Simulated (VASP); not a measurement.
These are LDA (Ceperley-Alder, Perdew-Zunger), VASP's LDA PAW potentials (set 64) (plane waves; VASP 6.6.1) values and carry that method's errors.

The input files of a VASP run:

### KPOINTS
```
kpoints
0
G
9 9 9
0 0 0
```

INCAR:
```
EDIFFG = -0.02   ! ionic stop
LCHARG = .FALSE.
ALGO = Normal
NELM = 100   ! most electronic steps
SYSTEM = CdS
PREC = Accurate
ISIF = 3   ! ions, shape and volume
ENCUT = 500   ! plane-wave cut-off (eV)
ISMEAR = 0   ! Gaussian
LASPH = .TRUE.   ! aspherical one-centre terms
EDIFF = 1E-6
LMAXMIX = 4
LREAL = .FALSE.   ! projection in real space or not
PSTRESS = 300   ! kbar
LWAVE = .FALSE.
IBRION = 2
SIGMA = 0.05   ! width (eV)
NSW = 40   ! most ionic steps
```

POSCAR:
```
CdS
1.0
  0.0000000000   2.6563226365   2.6563226365
  2.6563226365   0.0000000000   2.6563226365
  2.6563226365   2.6563226365   0.0000000000
Cd S
1 1
Cart
  0.0000000000   0.0000000000   0.0000000000
  1.3281613183   1.3281613183   1.3281613183
```

POTCAR, in this order: Cd S (LDA.64 set). Program: vasp_std.

Task: What will the output report for the number of irreducible k-points (NKPTS), largest plane-wave count, number of space-group operations, FFT grid (NGX, NGY, NGZ)?

Result: 
```json
{
 "number of irreducible k-points (NKPTS)": "35",
 "largest_plane_wave_count": "963",
 "number_of_space_group_operations": "24",
 "FFT grid (NGX, NGY, NGZ)": "28 × 28 × 28"
}
```

The compound is CdS in the zinc blende structure, a metastable form; wurtzite is the usual one. It was relaxed first under an external pressure of 30 GPa.
